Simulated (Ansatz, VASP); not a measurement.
# ZnH4Se (ZnSe wire along [110], 2 atoms a period, H-terminated): VASP beside Ansatz

One calculation is typed for both programs; each brings its own data sets. How far apart do they land? Of the first pair: The structure shown is the start of the Ansatz relaxation below; VASP solves that cell, so the two are compared at the walk's first step.

Main program and level: Ansatz 0.2.0; plane waves, with VASP 6.6.1 beside it; single point at PBE.

## 1. The starting structure

The cell holds 6 atoms: 4 H, 1 Zn and 1 Se. Cell: a = 10.048 Å, b = 9.380 Å, c = 4.059 Å, α = 90.0°, β = 90.0°, γ = 90.0°. Vacuum lies along a and b. The structure's axis is c.

## 2. Ansatz: relaxation, PBE

Ansatz runs on its default PAW (the set named soft_2) files.

The two programs are compared at the cell with which this relaxation starts, whose forces are those of its first step.

input.yaml reads:

```yaml
crystal:
  lattice:
    - [10.048, 0.0, 0.0]
    - [0.0, 9.38, 0.0]
    - [0.0, 0.0, 4.058792924]
  atoms:
    - { symbol: H, position: [0.338375796, 0.362473348, 0.0] }
    - { symbol: Zn, position: [0.429161368, 0.500006887, 0.0] }
    - { symbol: Se, position: [0.571975858, 0.500006887, 0.5] }
    - { symbol: H, position: [0.661612246, 0.364214278, 0.5] }
    - { symbol: H, position: [0.661612246, 0.635799495, 0.5] }
    - { symbol: H, position: [0.338375796, 0.637540426, 0.0] }
kpoints:
  mp_grid: { grid: [1, 1, 20] }
scf:
  occupations: { method: fermi_dirac, width: 0.05 }
hamiltonian:
  xc: pbe
relax:
  cell: { fix: [a, b, alpha, beta, gamma] }
  max_steps: 60
```

Command:

```bash
ansatz run input.yaml --threads 4 --pin off --max-ram 16384MiB --backend cpu --events-out ev --progress --plain --runs-dir out
```

Numbers of over 12 decimals in the logs are rounded to 6 here.

The program printed:

```text
Engine: ansatz 0.2.0, x86_64-unknown-linux-gnu
Pseudopotentials: kind: paw
Pseudopotential: H, paw, valence charge 1, recommended cutoff 420 eV (normal), H.paw.azcp
Pseudopotential: Zn, paw, valence charge 12, recommended cutoff 420 eV (normal), Zn.paw.azcp
Pseudopotential: Se, paw, valence charge 16, recommended cutoff 420 eV (normal), Se.paw.azcp
Functional definition: PBE
  parameter kappa = 0.804
  parameter beta = 0.066725
  exchange = pbe_x(kappa = kappa, mu = beta*pi^2/3)
  correlation = pbe_c(beta = beta)
Crystal: 6 atoms, lattice volume = 382.542 Å³
Basis set: ecut = 420 eV, 7471 PW (Γ), exchange–correlation on 144×128×60 points (8 copies of the dense FFT grid, shifted against one another)
Bands: 22, of which v1, the nominal top of the filled ones, is band 16 counted from 1 (15 counted from 0)
Symmetry: 4 space group operations
Space group: Pmm2 (ITA 25), of the structure as read, at distance tolerance 7.3e-5 Å
k-points: 11 of 20
Non-local potential: H, projectors of the file, l = 0: 2, l = 1: 1
Non-local potential: Zn, projectors of the file, l = 0: 2, l = 1: 2, l = 2: 3, l = 3: 1
Non-local potential: Se, projectors of the file, l = 0: 2, l = 1: 2, l = 2: 3, l = 3: 1
PAW form: soft (Blöchl's): semilocal exchange-correlation on the pseudo side does not see the compensation charge
PAW one-centre angular grid: H, 110 points (default); XC on 64 Gauss nodes
PAW one-centre angular grid: Zn, 590 points (default); XC on 64 Gauss nodes
PAW one-centre angular grid: Se, 590 points (default); XC on 64 Gauss nodes
Initial density: superposition of atomic densities (neutral atoms: chi_scale 0, normalization atom), corrected by the library's trained network
Initial wavefunctions: pseudopotential atomic-orbital guess
Functional: x = pbe(κ = 0.804, μ = 0.219515), c = pbe(β = 0.066725)
SCF iter   1: F=—  HF=-8849.455795 eV  |F-HF|=—  |Δ(HF+E_count)|=         —  Δρ=5.19e-3  dr2=3.99e-1  ethr=1.77e-3  ⟨swp⟩=7.1  Hψ=1416  notcnv=0
preconditioner: auto → Resta (q_TF=auto, 1.804 Å⁻¹)  ε∞=1.8  [insulator: Δε(μ)=2.808 eV  Ē_g=10.137 eV  σ=0.050 eV  W_gap=1.00  n_scr=38 (ndim 8)  ℏωp=8.9 eV  f_vac=0.698  D(μ)=0.00/eV (n_scr^D=0)  ε∞_Penn≈1.8  vacuum switching on, ρ_ref=7.5e-3 e/Å³]
SCF iter   2: F=—  HF=-8849.326355 eV  |F-HF|=—  |Δ(HF+E_count)|=   1.29e-1  Δρ=2.10e-3  dr2=1.95e-2  ethr=1.25e-3  ⟨swp⟩=3.0  Hψ=434  notcnv=0  defer=15
SCF iter   3: F=—  HF=-8849.326806 eV  |F-HF|=—  |Δ(HF+E_count)|=   4.51e-4  Δρ=8.96e-4  dr2=4.31e-3  ethr=6.10e-5  ⟨swp⟩=3.5  Hψ=481  notcnv=0  defer=11
SCF iter   4: F=—  HF=-8849.328941 eV  |F-HF|=—  |Δ(HF+E_count)|=   2.14e-3  Δρ=8.90e-4  dr2=1.88e-3  ethr=1.35e-5  ⟨swp⟩=2.5  Hψ=390  notcnv=0  defer=11
SCF iter   5: F=—  HF=-8849.328128 eV  |F-HF|=—  |Δ(HF+E_count)|=   8.13e-4  Δρ=1.38e-4  dr2=5.35e-5  ethr=5.86e-6  ⟨swp⟩=2.0  Hψ=354  notcnv=0  defer=11
SCF iter   6: F=—  HF=-8849.328168 eV  |F-HF|=—  |Δ(HF+E_count)|=   4.01e-5  Δρ=2.77e-5  dr2=3.73e-6  ethr=1.67e-7  ⟨swp⟩=2.0  Hψ=344  notcnv=0  defer=11
SCF iter   7: F=—  HF=-8849.328169 eV  |F-HF|=—  |Δ(HF+E_count)|=   1.19e-6  Δρ=9.50e-6  dr2=3.23e-7  ethr=1.17e-8  ⟨swp⟩=2.5  Hψ=371  notcnv=0  defer=11
SCF iter   8: F=-8849.328170 eV  HF=-8849.328170 eV  |F-HF|=6.04e-8  |Δ(HF+E_count)|=   2.60e-7  Δρ=2.91e-6  dr2=4.44e-8  ethr=3.13e-10  ⟨swp⟩=5.0  Hψ=831  notcnv=0
SCF 1 converged in 8 iterations: F = -8849.328170 eV  dr2 = 4.44e-8
  greatest PAW one-centre occupation: 1.000 electrons in one spin orbital (limit 2), on the Se atom at site 2 (counted from 0), in its partial waves of l = 2
relax step   1: F+E_penalty+E_count = -8849.32816958 eV  Δ(F+E_penalty+E_count) = +0.000e0 eV  max|allowed force component| = 1.720e0 eV/Å  Δτ_max = 0.0000 Å  P = -0.202 GPa  Ω = 382.542 Å³  fix = [a, b, alpha, beta, gamma]  reactions: a -0.262, b -1.008 GPa  (8 SCF iters, dr2 threshold 1.00e-7 eV, accepted)
[...]
relax step  14: F+E_penalty+E_count = -8850.38366308 eV  Δ(F+E_penalty+E_count) = +1.664e-3 eV  max|allowed force component| = 1.089e-2 eV/Å  Δτ_max = 0.0434 Å  P = +0.011 GPa  Ω = 485.849 Å³  energy of the carried Pulay correction = -8.077e-3 eV  fix = [a, b, alpha, beta, gamma]  reactions: a -0.005, b +0.037 GPa  (11 SCF iters, accepted)
[...]
relax step  15: F+E_penalty+E_count = -8850.38399611 eV  Δ(F+E_penalty+E_count) = -3.330e-4 eV  max|allowed force component| = 5.075e-3 eV/Å  Δτ_max = 0.0101 Å  P = +0.005 GPa  Ω = 484.446 Å³  energy of the carried Pulay correction = -7.786e-3 eV  fix = [a, b, alpha, beta, gamma]  reactions: a -0.006, b +0.022 GPa  (7 SCF iters, dr2 threshold 7.41e-9 eV, accepted)
[...]
relax step  16: F+E_penalty+E_count = -8850.39418398 eV  Δ(F+E_penalty+E_count) = -1.019e-2 eV  max|allowed force component| = 5.280e-3 eV/Å  Δτ_max = 0.0000 Å  P = +0.007 GPa  Ω = 484.446 Å³  fix = [a, b, alpha, beta, gamma]  reactions: a -0.013, b +0.012 GPa  stress off target by 2.32e-2 GPa on what of the cell is left free  SCF on the basis re-selected at this cell (its energy is not comparable with the rows above)  (8 SCF iters)
basis re-selected at this cell: Δ(F+E_penalty+E_count) = -1.019e-2 eV, ΔP = +0.003 GPa vs the last step (what re-selecting the basis moved, of the pressure what is left beyond the Pulay correction that the steps carried, after the strain that the cell walked since its last selection, with what the two solves' SCF thresholds leave and, on support functions, any second-order correction that the steps lacked; it is no measure of the basis error at this ecutwfc). The dense FFT grid was sized anew with the basis: this SCF ran on 72×64×36 points, the steps before it on 72×64×32, so part of this shift can come from that change (see relax.cell in the input reference). [rest of the remark cut]
SCF converged after 8 iterations
Free energy (F): -8850.394184 eV
Harris-Foulkes:  -8850.394184 eV  (|F-HF|=4.20e-10)
Internal energy: -8850.394184 eV  (E = F + TS)
E sigma→0 (E₀):  -8850.394184 eV
Fermi energy:    -2.695525 eV
--- Per-component energies (eV) ---
  E_band       = -718.302796
  E_kinetic    = 298.721460
  E_local      = -9090.308887  (includes V_loc(G=0)·N_el)
  E_nonlocal   = 20.854097
  E_hartree    = 4209.493404
  E_xc         = -274.689075
  E_vxc        = -192.547384  (∫ρ·V_xc dr)
  E_paw        = -3737.370064  (= ΣΔE_a)
  E_vpaw       = -174.002700  (= ΣTr[D̂ρ^β])
  E_aug_tail   = -0.005895  (compensation charges beyond the density's cutoff)
  E_ewald      = -277.089224
  E_smearing   = -0.000000  (= −TS)
  E_closure    = -0.000000  (closes the sum)
  Σ components = -8850.394184   (vs F -8850.394184, Δ=0.00e0)
--- Forces (eV/Å), atoms counted from 1 ---
  atom   1  H      0.00196259     0.00528011     0.00000000
  atom   2  Zn    -0.00149516     0.00000000    -0.00000000
  atom   3  Se    -0.00137307     0.00000000    -0.00000000
  atom   4  H     -0.00052782     0.00478872    -0.00000000
  atom   5  H     -0.00052782    -0.00478872    -0.00000000
  atom   6  H      0.00196259    -0.00528011     0.00000000
  max |Σ_I F_I| component: 1.29e-6 eV/Å
--- Stress (GPa, compression-positive) ---
       -0.013263       0.000000      -0.000000
        0.000000       0.012220       0.000000
       -0.000000       0.000000       0.023157
  P = ⅓ Tr σ = 0.0074 GPa (0.074 kbar)
--- Relaxed structure (14 steps of the walk, 14 accepted, 2 SCFs on fresh bases) ---
  F+E_penalty+E_count = -8850.39418398 eV   max|allowed force component| = 5.280e-3 eV/Å   (the final SCF, on the basis selected at the relaxed cell)
  cell:  # Å, volume = 484.4464 Å³
    - [10.048, 0, 0]
    - [0, 9.38, 0]
    - [0, 0, 5.140002]
  atoms:
    - { symbol: H, position: [0.372386, 0.336794, 0] }
    - { symbol: Zn, position: [0.386187, 0.500000, 0] }
    - { symbol: Se, position: [0.554866, 0.500000, 0.5] }
    - { symbol: H, position: [0.657644, 0.387031, 0.5] }
    - { symbol: H, position: [0.657644, 0.612969, 0.5] }
    - { symbol: H, position: [0.372386, 0.663206, 0.0] }
```

The column dr2 measures how far the density is from self-consistency, as an energy; F and HF (Harris–Foulkes) agree once it is small.

## 3. VASP: single point, PBE, start cell, pair 1

The same cell, functional, mesh and smearing now go to VASP, with its own data sets.

Lines of VASP's logs that name or quote its potential files are left out, and so is its time.

INCAR reads:

```
SYSTEM = ZnH4Se
PREC = Accurate
ENCUT = 400
EDIFF = 1E-06
NELM = 120
ISMEAR = -1
SIGMA = 0.05
LREAL = .FALSE.
ALGO = Normal
GGA = PE
NBANDS = 17
LORBIT = 11
LWAVE = .FALSE.
LCHARG = .FALSE.
ISIF = 2
LASPH = .TRUE.
GGA_COMPAT = .FALSE.
EFERMI = MIDGAP
KPAR = 2
```

POSCAR reads:

```
ZnH4Se
1.0
   10.0480000000      0.0000000000      0.0000000000
    0.0000000000      9.3800000000      0.0000000000
    0.0000000000      0.0000000000      4.0587930000
H Zn Se
4 1 1
Direct
    0.3383757962      0.3624664179      0.0000000000
    0.6616122611      0.3642073561      0.5000000000
    0.6616122611      0.6357926439      0.5000000000
    0.3383757962      0.6375335821      0.0000000000
    0.4291613256      0.5000000000      0.0000000000
    0.5719758161      0.5000000000      0.5000000000
```

KPOINTS reads:

```
Automatic mesh
0
Gamma
1 1 20
0 0 0
```

PAW data sets: H, Zn and Se (PBE family, release 64).

Command:

```bash
mpirun -np 2 vasp_std
```

The program printed:

```text
[banner, memory and clock lines left out]
running    2 mpi-ranks, on    1 nodes
 distrk:  each k-point on    1 cores,    2 groups
 distr:  one band on    1 cores,    1 groups

 POSCAR found type information on POSCAR H ZnSe
 POSCAR found :  3 types and       6 ions
 LDA part: xc-table for (Slater+PW92), standard interpolation
 POSCAR, INCAR and KPOINTS ok, starting setup
 FFT: planning ... GRIDC
 FFT: planning ... GRID_SOFT
 FFT: planning ... GRID
 WAVECAR not read
 entering main loop
       N       E                     dE             d eps       ncg     rms          rms(c)
DAV:   1     0.938767704429E+02    0.93877E+02   -0.66117E+03   374   0.744E+02
DAV:   2    -0.629603302730E+01   -0.10017E+03   -0.98156E+02   481   0.184E+02
DAV:   3    -0.175659830037E+02   -0.11270E+02   -0.11243E+02   483   0.645E+01
DAV:   4    -0.177425668453E+02   -0.17658E+00   -0.17651E+00   458   0.869E+00
DAV:   5    -0.177450532472E+02   -0.24864E-02   -0.24860E-02   491   0.927E-01    0.827E+00
DAV:   6    -0.163179013734E+02    0.14272E+01   -0.15215E+00   504   0.254E+01    0.477E+00
DAV:   7    -0.158223225160E+02    0.49558E+00   -0.30947E+00   476   0.133E+01    0.148E+00
DAV:   8    -0.158458504162E+02   -0.23528E-01   -0.40478E-01   401   0.524E+00    0.108E+00
DAV:   9    -0.158427526625E+02    0.30978E-02   -0.97725E-02   484   0.191E+00    0.413E-01
DAV:  10    -0.158294828130E+02    0.13270E-01   -0.42616E-02   479   0.170E+00    0.166E-01
DAV:  11    -0.158357863435E+02   -0.63035E-02   -0.10726E-02   383   0.569E-01    0.124E-01
DAV:  12    -0.158420404509E+02   -0.62541E-02   -0.25638E-03   499   0.354E-01    0.698E-02
DAV:  13    -0.158462423485E+02   -0.42019E-02   -0.31327E-03   468   0.280E-01    0.615E-02
DAV:  14    -0.158478985857E+02   -0.16562E-02   -0.11555E-03   484   0.248E-01    0.238E-02
DAV:  15    -0.158487458760E+02   -0.84729E-03   -0.25544E-04   468   0.841E-02    0.188E-02
DAV:  16    -0.158491673300E+02   -0.42145E-03   -0.11074E-04   462   0.734E-02    0.892E-03
DAV:  17    -0.158493221555E+02   -0.15483E-03   -0.43722E-05   454   0.373E-02    0.335E-03
DAV:  18    -0.158493747755E+02   -0.52620E-04   -0.12614E-05   428   0.147E-02    0.175E-03
DAV:  19    -0.158493789025E+02   -0.41270E-05   -0.17488E-06   390   0.102E-02    0.718E-04
DAV:  20    -0.158493825269E+02   -0.36244E-05   -0.49443E-07   332   0.488E-03    0.796E-04
DAV:  21    -0.158493852432E+02   -0.27163E-05   -0.30176E-07   361   0.267E-03    0.252E-04
DAV:  22    -0.158493864798E+02   -0.12366E-05   -0.16590E-07   358   0.171E-03    0.392E-04
DAV:  23    -0.158493868043E+02   -0.32444E-06   -0.48294E-08   352   0.115E-03
   1 F= -.15849387E+02 E0= -.15849387E+02  d E =-.337967E-08
```

OUTCAR, selected parts (step 3):

```text
ion  position               nearest neighbor table
   1  0.338  0.362  0.000-   5 1.58
   2  0.662  0.364  0.500-   6 1.56
   3  0.662  0.636  0.500-   6 1.56
   4  0.338  0.638  0.000-   5 1.58
   5  0.429  0.500  0.000-   1 1.58   4 1.58   6 2.49   6 2.49
   6  0.572  0.500  0.500-   2 1.56   3 1.56   5 2.49   5 2.49

  LATTYP: Found a simple orthorhombic cell.
 ALAT       =     4.0587930000
 B/A-ratio  =     2.3110318757
 C/A-ratio  =     2.4756128238

 Subroutine GETGRP returns: Found  4 space group operations
 (whereof  4 operations were pure point group operations)

The static configuration has the point symmetry C_2v.

 Found     11 irreducible k-points:

   k-points           NKPTS =     11   k-points in BZ     NKDIM =     11   number of bands    NBANDS=     17

   dimension x,y,z NGX =    70 NGY =   64 NGZ =   28
   dimension x,y,z NGXF=   140 NGYF=  128 NGZF=   56

   ENCUT  =  400.0 eV  29.40 Ry    5.42 a.u.  16.39 15.30  6.62*2*pi/ulx,y,z

   NELECT =      22.0000    total number of electrons

 k-points in reciprocal lattice and weights: Automatic mesh
   0.00000000  0.00000000  0.00000000       0.050
   0.00000000  0.00000000  0.05000000       0.100
   0.00000000  0.00000000  0.10000000       0.100
   0.00000000  0.00000000  0.15000000       0.100
   0.00000000  0.00000000  0.20000000       0.100
   0.00000000  0.00000000  0.25000000       0.100
   0.00000000  0.00000000  0.30000000       0.100
   0.00000000  0.00000000  0.35000000       0.100
   0.00000000  0.00000000  0.40000000       0.100
   0.00000000  0.00000000  0.45000000       0.100
   0.00000000  0.00000000  0.50000000       0.050

 average (electrostatic) potential at core
       1 -37.8790       2 -43.1755       3 -43.1755       4 -37.8790       5 -42.2431
       6 -64.1145

 E-fermi :  -3.1286

 k-point     1 :       0.0000    0.0000    0.0000
  band No.  band energies     occupation
    ...
      7      -9.7068      2.00000
      8      -9.5426      2.00000
      9      -6.4576      2.00000
     10      -6.0910      2.00000
     11      -4.4454      2.00000
     12      -2.1117      0.00000
     13      -1.0825      0.00000
     14      -1.0680      0.00000
     15       0.4127      0.00000
     16       0.8312      0.00000
    ...

 k-point     2 :       0.0000    0.0000    0.0500
  band No.  band energies     occupation
    ...
      7      -9.7058      2.00000
      8      -9.5450      2.00000
      9      -6.5883      2.00000
     10      -6.0225      2.00000
     11      -4.4376      2.00000
     12      -2.1078      0.00000
     13      -1.0790      0.00000
     14      -0.9638      0.00000
     15       0.4189      0.00000
     16       0.8502      0.00000
    ...

 k-point     3 :       0.0000    0.0000    0.1000
  band No.  band energies     occupation
    ...
      7      -9.7028      2.00000
      8      -9.5517      2.00000
      9      -6.8592      2.00000
     10      -5.9234      2.00000
     11      -4.4147      2.00000
     12      -2.0984      0.00000
     13      -1.0693      0.00000
     14      -0.6692      0.00000
     15       0.4344      0.00000
     16       0.9067      0.00000
    ...

  Total       -0.7963279     -2.5314046      1.3735030      0.0000000      0.0000000      0.0000000
  in kB       -3.3352098    -10.6021216      5.7525558      0.0000000      0.0000000      0.0000000
  external PRESSURE =      -2.7282586 kB  Pullay stress =       0.0000000 kB

  energy-cutoff  :      400.00
  volume of cell :      382.54
      direct lattice vectors                 reciprocal lattice vectors
    10.048000000  0.000000000  0.000000000     0.099522293  0.000000000  0.000000000
     0.000000000  9.380000000  0.000000000     0.000000000  0.106609808  0.000000000
     0.000000000  0.000000000  4.058793000     0.000000000  0.000000000  0.246378665

 POSITION                                       TOTAL-FORCE (eV/Angst)
 -----------------------------------------------------------------------------------
      3.40000      3.39993      0.00000         0.614938     -0.366387     -0.000000
      6.64788      3.41627      2.02940         0.054224      1.311800      0.000000
      6.64788      5.96373      2.02940         0.054224     -1.311800     -0.000000
      3.40000      5.98007      0.00000         0.614938      0.366387      0.000000
      4.31221      4.69000      0.00000        -1.729241      0.000000     -0.000000
      5.74721      4.69000      2.02940         0.390917      0.000000     -0.000000
 -----------------------------------------------------------------------------------
    total drift:                               -0.000720      0.000000      0.000006

  FREE ENERGIE OF THE ION-ELECTRON SYSTEM (eV)
  ---------------------------------------------------
  free  energy   TOTEN  =       -15.8493868043 eV

  energy  without entropy=      -15.8493868009  energy(sigma->0) =      -15.84938680

 total charge
# of ion       s       p       d       tot
------------------------------------------
    1        0.517   0.008   0.000   0.525
    2        0.487   0.018   0.000   0.505
    3        0.487   0.018   0.000   0.505
    4        0.517   0.008   0.000   0.525
    5        0.634   0.554   9.734  10.921
    6        1.453   2.339   0.072   3.864
--------------------------------------------------
tot          4.095   2.944   9.806  16.845

[... 3 further parts left out ...]
```

## 4. Differences

Known differences besides the potentials themselves: the data sets hold 32 valence electrons in Ansatz (on its default PAW (the set named soft_2) files) and 22 in VASP; the cutoff is 420 eV in Ansatz and 400 eV in VASP. Total energies have different zeros and are not compared.

Forces (eV/Å; atoms numbered as in POSCAR):

| atom | Ansatz x, y, z | VASP x, y, z |
| --- | --- | --- |
| H1 | 0.622, -0.345, 0.000 | 0.615, -0.366, 0.000 |
| H2 | 0.031, 1.339, 0.000 | 0.054, 1.312, 0.000 |
| H3 | 0.031, -1.339, 0.000 | 0.054, -1.312, 0.000 |
| H4 | 0.622, 0.345, 0.000 | 0.615, 0.366, 0.000 |
| Zn5 | -1.720, 0.000, 0.000 | -1.729, 0.000, 0.000 |
| Se6 | 0.416, 0.000, 0.000 | 0.391, 0.000, 0.000 |

The forces differ by 16 meV/Å r.m.s., which is 2.4 % of the r.m.s. force of 0.650 eV/Å (both taken over all components).

[end of part 1 of 2]

[Lines on the potential files, build, host, timing and source positions are cut from VASP's logs without a mark.]

[Logs are printed without paths, hosts, clocks, repeated set-up lines and the standing remarks that a program may print on its own settings, such as how far it seeks lower states.]

[Hosts, paths, dates, database ids (printed as entryN), source tags and the programs' standing remarks are cut or masked in the printed files.]
